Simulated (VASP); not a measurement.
```
CELL_PARAMETERS angstrom
      3.41798     0.00000     0.00000
     -1.70899     2.96005     0.00000
      0.00000     0.00000    30.24614
ATOMIC_POSITIONS crystal
  Te 0.00000 0.00000 0.40435
  Te 0.33333 0.66667 0.51792
  Te 0.33333 0.66667 0.64002
  Te 0.00000 0.00000 0.28217
  W  0.00000 0.00000 0.11861
  W  0.00000 0.00000 0.57904
  W  0.33333 0.66667 0.34324
  Se 0.33333 0.66667 0.06496
  Se 0.33333 0.66667 0.17239
```

Calculation: PBEsol GGA, VASP's PBE PAW potentials (set 64) (plane waves; VASP). Settings: 400 eV cut-off, 8×8×1 Γ-centred mesh, tetrahedra with Blöchl corrections, potentials Te W_sv Se.

The cell holds a wide vacuum, so values per volume refer to the whole cell. The cores are frozen, which limits the accuracy of field gradients.

### Question
Give the principal components of the electric field gradient (V/Å²) and the asymmetry η at each nucleus.

### Answer

```csv
atom,Vxx,Vyy,Vzz,η
Te1,67.1,67.1,-134.2,0.00
Te2,66.7,66.7,-133.4,0.00
Te3,78.7,78.7,-157.4,0.00
Te4,70.0,70.0,-139.9,0.00
W5,88.5,88.5,-176.9,0.00
W6,66.6,66.6,-133.2,0.00
W7,66.6,66.6,-133.1,0.00
Se8,54.5,54.5,-109.1,0.00
Se9,46.7,46.7,-93.3,0.00
```

The cell is a sheet with vacuum, built from a database entry that may be metastable or hypothetical.
